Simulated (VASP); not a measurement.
Given:

```
CELL_PARAMETERS angstrom
      2.70854     0.00000     0.00000
      0.00000     2.70854     0.00000
      0.00000     0.00000     2.70854
ATOMIC_POSITIONS crystal
  Ta 0.00000 0.00000 0.00000
```

Level of theory: PBEsol GGA with spin-orbit coupling, VASP's PBE PAW potentials (set 64) (plane waves; VASP). Run with 400 eV cut-off, 12×12×12 Γ-centred mesh, Gaussian smearing of 0.050 eV, potentials Ta_pv.

Task: Give the energies of bands 7 to 17 at the high-symmetry points, in eV from the Fermi level.

Result: 
```csv
band,Γ,X,M,R
7,-7.30,-3.74,-4.08,-2.45
8,-7.30,-3.74,-4.08,-2.45
9,-2.64,-1.64,-1.35,-2.45
10,-2.64,-1.64,-1.35,-2.45
11,-2.64,0.20,3.22,-2.20
12,-2.64,0.20,3.22,-2.20
13,6.28,2.40,3.51,7.70
14,6.28,2.40,3.51,7.70
15,6.28,2.68,4.82,9.46
16,6.28,2.68,4.82,9.46
17,6.88,6.92,6.15,9.46
```

It has no gap at this level: it comes out as a metal or semimetal.

The structure was generated: Ta was put into the simple-cubic type (Pm-3m), which need not be its known phase. It was relaxed first.
